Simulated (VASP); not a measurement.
Calculation: PBE GGA, VASP's PBE PAW potentials (set 64) (plane waves; VASP).

Input for VASP

### KPOINTS
```
kpoints
0
G
10 10 10
```

INCAR:
```
# general
SYSTEM  =  CaO
PREC    =  Accurate
ENCUT   =  600
LREAL   =  F
LASPH   =  T

# electronic loop
EDIFF   =  1E-7
NELM    =  100
ALGO    =  Normal

# smearing
ISMEAR  =  0
SIGMA   =  0.05

# functional
GGA     =  PE

# ions
IBRION  =  2
NSW     =  30
ISIF    =  2
EDIFFG  =  -0.01

# output
LWAVE   =  F
LCHARG  =  F
```

**POSCAR**
```
CaO
1
    0.0000000000     2.4437436011     2.4437436011
    2.4437436011     0.0000000000     2.4437436011
    2.4437436011     2.4437436011     0.0000000000
Ca O
1 1
Direct
  0.0000000000   0.0000000000   0.0000000000
  0.5000000000   0.5000000000   0.5000000000
```

POTCAR, in this order: Ca_sv O (PBE.64 set). Program: vasp_std.

Question: Predict the energy per atom (σ→0), pressure.

Answer: 
The energy per atom (σ→0) is -6.400 eV/atom and the pressure comes out as -3.03 GPa.

**OSZICAR**
```
...
DAV:   9    -0.128000652930E+02    0.20267E-02   -0.25864E-02  1420   0.127E+00    0.140E-01
DAV:  10    -0.128005543257E+02   -0.48903E-03   -0.23701E-03  1200   0.485E-01    0.251E-02
DAV:  11    -0.128006031887E+02   -0.48863E-04   -0.36444E-04  1620   0.155E-01    0.300E-02
DAV:  12    -0.128005890587E+02    0.14130E-04   -0.57475E-05  1324   0.804E-02    0.502E-03
DAV:  13    -0.128005888796E+02    0.17917E-06   -0.43417E-06  1500   0.207E-02    0.916E-04
DAV:  14    -0.128005887483E+02    0.13122E-06   -0.20693E-07  1312   0.522E-03    0.448E-04
DAV:  15    -0.128005888454E+02   -0.97049E-07   -0.45296E-08   656   0.268E-03
   1 F= -.12800589E+02 E0= -.12800589E+02  d E =-.128006E+02
```

The compound is CaO in the rock salt structure. This cell was strained or had an atom moved on purpose.
